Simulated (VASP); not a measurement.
# Germanium: the band gap, functional by functional, part 3 of 3

How does the band gap of Germanium depend on the functional? The starting structure is a measured crystal structure from the Crystallography Open Database. Cell and atoms stay as given. Meshes and data sets differ where the inputs say so.

VASP 6.6.1.

Results so far: LDA no gap; PBE 0.036 eV; r2SCAN 0.406 eV; TB-mBJ 0.719 eV; LDA + spin-orbit coupling no gap; r2SCAN + spin-orbit coupling 0.311 eV; TB-mBJ + spin-orbit coupling 0.633 eV; HSE06 0.852 eV.

### 10. Bands with PBE0

Level of this step: PBE0; plane waves and PAW (Ge_d) (VASP).

PBE0 keeps a quarter of exact exchange at all ranges; it tends to overshoot small gaps. This run uses a 5×5×5 mesh. It starts from the orbitals of an earlier run, not shown.

Contents of INCAR:

```
SYSTEM = Ge
PREC = Accurate
ENCUT = 360
EDIFF = 1E-06
NELM = 100
ISMEAR = 0
SIGMA = 0.03
LREAL = .FALSE.
ALGO = Normal
LHFCALC = .TRUE.
AEXX = 0.25
GGA = PE
LASPH = .TRUE.
NBANDS = 20
PRECFOCK = Fast
HFRCUT = -1
LORBIT = 11
LWAVE = .FALSE.
LCHARG = .FALSE.
KPAR = 8
```

Contents of POSCAR:

```
Ge
1.0
    0.0000000000      2.8289100000      2.8289100000
    2.8289100000      0.0000000000      2.8289100000
    2.8289100000      2.8289100000      0.0000000000
Ge
2
Direct
    0.7500000000      0.7500000000      0.7500000000
    0.5000000000      0.5000000000      0.5000000000
```

Contents of KPOINTS:

```
Automatic mesh
0
Gamma
5 5 5
0 0 0
```

Contents of KPOINTS_OPT:

```
Line mode
10
Line-mode
Reciprocal
  0.00000000   0.00000000   0.00000000 GAMMA
  0.50000000   0.00000000   0.50000000 X

  0.50000000   0.00000000   0.50000000 X
  0.50000000   0.25000000   0.75000000 W

  0.50000000   0.25000000   0.75000000 W
  0.37500000   0.37500000   0.75000000 K

  0.37500000   0.37500000   0.75000000 K
  0.00000000   0.00000000   0.00000000 GAMMA

  0.00000000   0.00000000   0.00000000 GAMMA
  0.50000000   0.50000000   0.50000000 L

  0.50000000   0.50000000   0.50000000 L
  0.62500000   0.25000000   0.62500000 U

  0.62500000   0.25000000   0.62500000 U
  0.50000000   0.25000000   0.75000000 W

  0.50000000   0.25000000   0.75000000 W
  0.50000000   0.50000000   0.50000000 L

  0.50000000   0.50000000   0.50000000 L
  0.37500000   0.37500000   0.75000000 K

  0.62500000   0.25000000   0.62500000 U
  0.50000000   0.00000000   0.50000000 X
```

Potentials, in the order of the species: Ge_d (PBE family, release 64).

Launch:

```bash
$ mpirun -np 8 vasp_std
```

Numbers of over 12 decimals in the logs are rounded to 6 here.

What it wrote:

```text
[banner, memory and clock lines left out]
running    8 mpi-ranks, on    1 nodes
[...]
[... a notice as in an earlier step ...]

 LDA part: xc-table for (Slater+PW92), standard interpolation
 found WAVECAR, reading the header
 POSCAR, INCAR and KPOINTS ok, starting setup
[...]
HFRCUT set to (new)   11.055276
 reading WAVECAR
 the WAVECAR file was read successfully
 initial charge from wavefunction
 entering main loop
       N       E                     dE             d eps       ncg     rms          rms(c)
DAV:   1    -0.115791667029E+02   -0.11579E+02   -0.19339E+00   532   0.245E+01    0.131E+00
DAV:   2    -0.115873197633E+02   -0.81531E-02   -0.69374E-02   464   0.312E+00    0.958E-01
DAV:   3    -0.115838652230E+02    0.34545E-02   -0.11860E-02   556   0.187E+00    0.648E-01
DAV:   4    -0.115833835847E+02    0.48164E-03   -0.13513E-03   504   0.630E-01    0.402E-01
[...]
DAV:   9    -0.115831210801E+02    0.46829E-05   -0.10392E-06   340   0.695E-03    0.296E-02
[...]
1 F= -.11583118E+02 E0= -.11583118E+02  d E =-.148567E-28
 Start KPOINTS_OPT (optional k-point list driver)
k-point batch [1-10\100]
       N       E                     dE             ncg
DAV:   1    -0.275355240914E+04   -0.67582E+04      428
DAV:   2    -0.452833781024E+04   -0.17748E+04      404
DAV:   3    -0.477410287909E+04   -0.24577E+03      452
DAV:   4    -0.478344409237E+04   -0.93412E+01      456
DAV:   5    -0.478359934622E+04   -0.15525E+00      464
DAV:   6    -0.478360293653E+04   -0.35903E-02      468
DAV:   7    -0.478360306391E+04   -0.12739E-03      464
DAV:   8    -0.478360306965E+04   -0.57336E-05      444
DAV:   9    -0.478360306990E+04   -0.24899E-06      296
[...]
k-point batch [91-100\100]
       N       E                     dE             ncg
DAV:   1    -0.286460891634E+04   -0.11523E+05      460
DAV:   2    -0.464827292563E+04   -0.17837E+04      400
DAV:   3    -0.488226015767E+04   -0.23399E+03      460
DAV:   4    -0.489055861332E+04   -0.82985E+01      444
DAV:   5    -0.489070274833E+04   -0.14414E+00      456
DAV:   6    -0.489070602006E+04   -0.32717E-02      464
DAV:   7    -0.489070614141E+04   -0.12135E-03      472
DAV:   8    -0.489070614681E+04   -0.53983E-05      444
DAV:   9    -0.489070614705E+04   -0.24500E-06      300
```

Run time: 4.6 min. Hardware: 8 MPI ranks of Intel Xeon 6975P-C (Granite Rapids), shared host; peak memory 1.4 GiB.

From OUTCAR (step 10):

```text
  FREE ENERGIE OF THE ION-ELECTRON SYSTEM (eV)
  ---------------------------------------------------
  free  energy   TOTEN  =       -11.5831180283 eV

  energy  without entropy=      -11.5831180283  energy(sigma->0) =      -11.58311803

[... 3 parts as in an earlier step ...]

[... 1 further part left out ...]
[key lines of the parts left out:]
E-fermi :   4.5770
```

PBE0 gives a least gap of 1.486 eV, and a least direct gap of 1.537 eV.

### 11. The runs compared

```
                       level  gap (eV)  least direct gap (eV)   mesh  core minutes
                         LDA      none                      -  6×6×6          0.64
                         PBE     0.036                  0.036  6×6×6          0.72
                      r2SCAN     0.406                  0.406  6×6×6          2.29
                      TB-mBJ     0.719                  0.771  6×6×6          1.87
   LDA + spin-orbit coupling      none                      -  6×6×6           3.2
r2SCAN + spin-orbit coupling     0.311                  0.311  6×6×6          11.2
TB-mBJ + spin-orbit coupling     0.633                  0.685  6×6×6          5.47
                       HSE06     0.852                  0.925  5×5×5          38.0
                        PBE0     1.486                  1.537  5×5×5          37.1
```

Core minutes are wall time times ranks of the run shown, on a shared host.

### 12. Results

```json
{
  "gap, LDA": "no gap",
  "gap, PBE": "0.036 eV",
  "gap, r2SCAN": "0.406 eV",
  "gap, TB-mBJ": "0.719 eV",
  "gap, LDA + spin-orbit coupling": "no gap",
  "gap, r2SCAN + spin-orbit coupling": "0.311 eV",
  "gap, TB-mBJ + spin-orbit coupling": "0.633 eV",
  "gap, HSE06": "0.852 eV",
  "gap, PBE0": "1.486 eV"
}
```

What this shows: Without spin-orbit coupling the gap of Germanium runs from 0.036 eV (PBE) to 1.486 eV (PBE0), while LDA gives none. HSE06 gives +0.82 eV from PBE, on another mesh, which alone can move a gap by some hundredths of an eV. TB-mBJ lies -0.13 eV from HSE06, on another mesh, which alone can move a gap by some hundredths of an eV. Spin-orbit coupling changes the r2SCAN gap by -0.095 eV. Spin-orbit coupling changes the TB-mBJ gap by -0.087 eV. The levels disagree on whether the gap is direct; it is with PBE and r2SCAN. Where a semilocal level gives no gap or a very small one, its bands may be inverted, and differences from it then say little. These are gaps between Kohn-Sham or generalised Kohn-Sham levels of a static lattice, without excitons or temperature. Further runs on this material are not shown.

[Lines on the potential files, build, host, timing and source positions are cut from VASP's logs without a mark.]

[Logs are printed without paths, hosts, clocks, repeated set-up lines and the standing remarks that a program may print on its own settings, such as how far it seeks lower states.]

[Hosts, paths, dates, database ids (printed as entryN), source tags and the programs' standing remarks are cut or masked in the printed files.]
